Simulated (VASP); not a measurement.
An input for Quantum ESPRESSO's pw.x (written as the equivalent of a VASP run, and not itself run):

```
&CONTROL
  calculation = 'scf'
  pseudo_dir = './pseudo'
  outdir = './out'
  tprnfor = .true.
  tstress = .true.
/
&SYSTEM
  ibrav = 0
  nat = 2
  ntyp = 2
  ecutwfc = 70
  occupations = 'smearing'
  smearing = 'gaussian'
  degauss = 0.003675
  input_dft = 'pbe'
/
&ELECTRONS
  conv_thr = 7.3e-08
  electron_maxstep = 100
/
ATOMIC_SPECIES
  Cs 132.905 Cs.upf
  I 126.904 I.upf
CELL_PARAMETERS angstrom
     4.5700000    0.0000000    0.0000000
     0.0000000    4.5700000    0.0000000
     0.0000000    0.0000000    4.5700000
ATOMIC_POSITIONS crystal
  Cs   0.0000000  0.0000000  0.0000000
  I    0.5000000  0.5000000  0.5000000
K_POINTS automatic
  5 5 5 0 0 0
```

### Question
Write the VASP files for the same calculation (PBE).

### Answer
Several could match; the one computed here: 
INCAR:
```
LMAXMIX = 4   # l cut-off of mixed one-centre charges
EDIFF = 1E-6   # SCF stop (eV)
ENCUT = 400   # plane-wave cut-off (eV)
LCHARG = .FALSE.
LREAL = .FALSE.   # projection in real space or not
ALGO = Normal
ISIF = 2
LWAVE = .FALSE.
SIGMA = 0.05   # width (eV)
PREC = Accurate
NELM = 100   # most electronic steps
GGA = PE
ISMEAR = 0
LASPH = .TRUE.   # aspherical one-centre terms
SYSTEM = CsI
```

### POSCAR
```
CsI
1.0
  4.5700000000   0.0000000000   0.0000000000
  0.0000000000   4.5700000000   0.0000000000
  0.0000000000   0.0000000000   4.5700000000
Cs I
1 1
Cartesian
  0.0000000000   0.0000000000   0.0000000000
  2.2850000000   2.2850000000   2.2850000000
```

### KPOINTS
```
kpoints
0
Gamma
5 5 5
```

POTCAR, in this order: Cs_sv I (PBE.64 set). Program: vasp_std.

What does not carry over: the potentials are each code's own (VASP's PAW set, PseudoDojo norm-conserving files in pw.x), so ENCUT and ecutwfc are chosen apart and not converted; conv_thr bounds pw.x's estimated SCF error, while EDIFF bounds the energy change between steps.

The compound is CsI in the CsCl type structure. The cell was not relaxed at this level.
